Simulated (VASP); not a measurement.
An input for Quantum ESPRESSO's pw.x (written as the equivalent of a VASP run, and not itself run):

```
&CONTROL
  calculation = 'scf'
  pseudo_dir = './pseudo'
  outdir = './out'
  tprnfor = .true.
  tstress = .true.
/
&SYSTEM
  ibrav = 0
  nat = 4
  ntyp = 2
  ecutwfc = 84
  occupations = 'tetrahedra'
  input_dft = 'pbesol'
/
&ELECTRONS
  conv_thr = 7.3e-09
  electron_maxstep = 100
/
ATOMIC_SPECIES
  B 10.810 B.upf
  As 74.922 As.upf
CELL_PARAMETERS angstrom
     3.3616096    0.0000000    0.0000000
    -1.6808048    2.9112398    0.0000000
     0.0000000    0.0000000    5.5644988
ATOMIC_POSITIONS crystal
  B    0.3333330  0.6666670  0.0004173
  B    0.6666670  0.3333330  0.5004173
  As   0.3333330  0.6666670  0.3745827
  As   0.6666670  0.3333330  0.8745827
K_POINTS automatic
  10 10 6 0 0 0
```

Task: Write the VASP files for the same calculation (PBEsol).

Result: One answer among several that fit: 
POSCAR:
```
BAs
1.0
  3.3616095996   0.0000000000   0.0000000000
 -1.6808047998   2.9112397764   0.0000000000
  0.0000000000   0.0000000000   5.5644988259
B As
2 2
Cartesian
 -0.0000016808   1.9408274880   0.0023218784
  1.6808064806   0.9704122884   2.7845712913
 -0.0000016808   1.9408274880   2.0843651813
  1.6808064806   0.9704122884   4.8666145943
```

**KPOINTS**
```
Automatic
0
G
 10 10 6
0 0 0
```

**INCAR**
```
# general
SYSTEM =BAs
PREC   =Accurate
ENCUT  =520   # plane-wave cut-off (eV)
LREAL  =.False.   # projection in real space or not
LASPH  =.True.

# electronic loop
EDIFF  =1E-7
NELM   =100   # most electronic steps
ALGO   =Normal   # blocked Davidson
LMAXMIX=4

# smearing
ISMEAR =-5   # tetrahedra, Bloechl

# functional
GGA    =PS

# ions
ISIF   =2

# output
LWAVE  =.False.
LCHARG =.True.
LORBIT =11
NEDOS  =601   # DOS grid
```

POTCAR, in this order: B As (PBE.64 set). Program: vasp_std.

What does not carry over: the potentials are each code's own (VASP's PAW set, PseudoDojo norm-conserving files in pw.x), so ENCUT and ecutwfc are chosen apart and not converted; conv_thr bounds pw.x's estimated SCF error, while EDIFF bounds the energy change between steps.

The structure was generated: BAs was put into the wurtzite type (P6_3mc), which need not be its known phase. It was relaxed first, which changed the volume by +6 %.
